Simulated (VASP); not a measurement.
The input files of a VASP run:

**KPOINTS**
```
Automatic mesh
0
Gamma
10 10 10
0 0 0
```

**INCAR**
```
ALGO=Normal
EDIFF=1E-8
EDIFFG=-0.001
ENCUT=400
IBRION=1
ISIF=2
ISMEAR=1
LASPH=.TRUE.
LCHARG=.FALSE.
LMAXMIX=4
LMIXTAU=.TRUE.
LREAL=.FALSE.
LWAVE=.FALSE.
METAGGA=R2SCAN
NELM=100
NSW=30
PREC=Accurate
SIGMA=0.1
SYSTEM=PdIn
```

### POSCAR
```
PdIn
1.0
  3.2715451328   0.0000000000   0.0000000000
  0.0000000000   3.2715451328   0.0000000000
  0.0000000000   0.0000000000   3.2715451328
In Pd
1 1
Cart
  1.6357725664   1.6357725664   1.6357725664
  0.0000000000   0.0000000000   0.0000000000
```

POTCAR, in this order: In_d Pd (PBE.64 set). Program: vasp_std.

**Question.** Translate this r2SCAN calculation to Ansatz.

**Answer.** One equivalent input (not run):
Ansatz 0.2 input:
```yaml
crystal:
  lattice:
    - [3.2715451, 0.0000000, 0.0000000]
    - [0.0000000, 3.2715451, 0.0000000]
    - [0.0000000, 0.0000000, 3.2715451]
  atoms:
    - { symbol: In, position: [0.5000000, 0.5000000, 0.5000000] }
    - { symbol: Pd, position: [0.0000000, 0.0000000, 0.0000000] }
kpoints:
  mp_grid: { grid: [10, 10, 10] }
hamiltonian:
  xc: r2scan
  pseudopotentials: { kind: paw }
scf:
  occupations: { method: methfessel_paxton, width: 0.1 }
  max_iter: 100
relax:
  max_steps: 30
  f_tol: 0.001
output: { forces: true, stress: true, eigenvalues: true }
```
The two are equivalent in intent, not identical: each code has its own PAW files, so the cut-off isn't converted (ENCUT is set for VASP's; basis.ecutwfc is left out, and Ansatz then takes the one that its files recommend); Ansatz stops its SCF on the density residual and VASP on the energy change (EDIFF).

The compound is PdIn in the CsCl type structure. It was relaxed first. The start is the result of an earlier pass.
